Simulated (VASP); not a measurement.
Given:

```
La
1.0
    1.88769    -3.26957     0.00000
    1.88769     3.26957     0.00000
    0.00000     0.00000    12.07191
La
4
Cartesian
  0.00000   0.00000   6.03596
  0.00000   0.00000   0.00000
  1.88769   1.08986   3.01798
  1.88769  -1.08986   9.05393
```

These are PBE GGA, VASP's PBE PAW potentials (set 64) (plane waves; VASP) values and carry that method's errors. Settings: 520 eV cut-off, 9×9×3 Γ-centred mesh, first-order Methfessel-Paxton smearing of 0.10 eV, potentials La.

Problem. Predict the energy per atom (σ→0), band gap (on the k-mesh) with the smallest direct gap where there is one.

Solution. 
```
Property                                                    Result
------------------------  ----------------------------------------
band gap (on the k-mesh)  none (metal, semimetal or under 0.01 eV)
energy per atom (σ→0)                               -4.884 eV/atom
```

Only differences to runs with the same potentials and settings are physical.

The compound is La in the dhcp structure. It was relaxed first.
